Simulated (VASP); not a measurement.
Input:

```yaml
crystal:
  lattice:
    - [-0.00214, 5.60025, 5.59599]
    - [5.60025, -0.00214, 5.59599]
    - [2.79905, 2.79905, 0.00000]
  atoms:
    - { symbol: Si, position: [0.00270, 0.00270, 0.99459] }
    - { symbol: Si, position: [0.12230, 0.12230, 0.25541] }
    - { symbol: Ge, position: [0.00167, 0.49549, 0.00285] }
    - { symbol: Ge, position: [0.12333, 0.62951, 0.24715] }
    - { symbol: Ge, position: [0.49549, 0.00167, 0.00285] }
    - { symbol: Ge, position: [0.62951, 0.12333, 0.24715] }
    - { symbol: Ge, position: [0.49985, 0.49985, 0.00030] }
    - { symbol: Ge, position: [0.62515, 0.62515, 0.24970] }
```

Computed with PBEsol GGA, VASP's PBE PAW potentials (set 64) (plane waves; VASP). Run with 400 eV cut-off, 4×4×8 Γ-centred mesh, tetrahedra with Blöchl corrections, potentials Si Ge_d.

What does the run give for the energy per atom (σ→0), band gap (on the k-mesh) with the smallest direct gap where there is one?

| Property | Value |
|---|---|
| band gap (on the k-mesh) | 0.16 eV |
| smallest direct gap (on the k-mesh) | 0.16 eV |
| energy per atom (σ→0) | -5.125 eV/atom |

The absolute energy has meaning only against runs of the same code, potentials and settings.

The structure was generated: Ge6Si2 was put into an ordered model structure (Cmcm), which need not be its known phase. It was relaxed first.
